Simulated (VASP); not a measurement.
## Mo: elastic constants with LDA

The system is Mo.

```xyz
1
Lattice="-1.5838 1.5838 1.5838 1.5838 -1.5838 1.5838 1.5838 1.5838 -1.5838" Properties=species:S:1:pos:R:3 pbc="T T T"
Mo    0.0000    0.0000    0.0000
```

| Item | Value |
| --- | --- |
| Program | VASP 6.6.1 |
| Task | elastic constants |
| Functional | LDA |
| Potentials or basis | VASP PAW LDA potentials, release 64 (Mo) |
| Cutoff | 580 eV |
| k mesh | 18 × 18 × 18 |
| Occupations | gaussian, width 0.1 eV |
| Spin | no spin polarisation |
| Ions in elastic constants | relaxed |
| Further INCAR settings | ALGO = Fast; EDIFF = 1e-08; IBRION = 6; POTIM = 0.015; NSW = 1; ISIF = 3 |

```
Relaxed volume                         : 14.98 Å³/atom
Relaxed cell                           : a = 2.690 Å, b = 2.690 Å, c = 2.690 Å, α = 109.47°, β = 109.47°, γ = 109.47°
Space group after relaxing (to 0.05 Å) : Im-3m (No. 229)
Elastic constants C11, C12, C44        : 553, 181, 111 GPa
Voigt bulk modulus                     : 305 GPa
```

Step by step:
| step | energy change (eV) | largest force (eV/Å) | pressure (GPa) | volume (Å³) |
| --- | --- | --- | --- | --- |
| 1 | 0.0000 | 0.0000 | -15.84 | 15.89 |
| 2 | 0.4621 | 0.0000 | 77.84 | 12.54 |
| 3 | -0.0474 | 0.0000 | -1.43 | 15.05 |
| 4 | -0.0477 | 0.0000 | -0.28 | 14.99 |
| 5 | -0.0477 | 0.0000 | 0.08 | 14.97 |
| 6 | -0.0477 | 0.0000 | -0.20 | 14.99 |
| 7 | -0.0477 | 0.0000 | 0.00 | 14.98 |

Final structure:
```yaml
crystal:
  lattice:
    - [-1.55284, 1.55284, 1.55284]
    - [1.55284, -1.55284, 1.55284]
    - [1.55284, 1.55284, -1.55284]
  atoms:
    - { symbol: Mo, position: [0.00000, 0.00000, 0.00000] }
```

Elastic tensor in Voigt notation (GPa, in the Cartesian axes of the cell as first typed):
```
553 181 181   0   0   0
181 553 181   0   0   0
181 181 553   0   0   0
  0   0   0 111   0   0
  0   0   0   0 111   0
  0   0   0   0   0 111
```

Clamped-ion elastic tensor (GPa):
```
553 181 181   0   0   0
181 553 181   0   0   0
181 181 553   0   0   0
  0   0   0 111   0   0
  0   0   0   0 111   0
  0   0   0   0   0 111
```

Run time: 5.3 min on 1 thread of Intel(R) Xeon(R) 6975P-C (Granite Rapids) (shared host), peak memory 0.5 GiB.
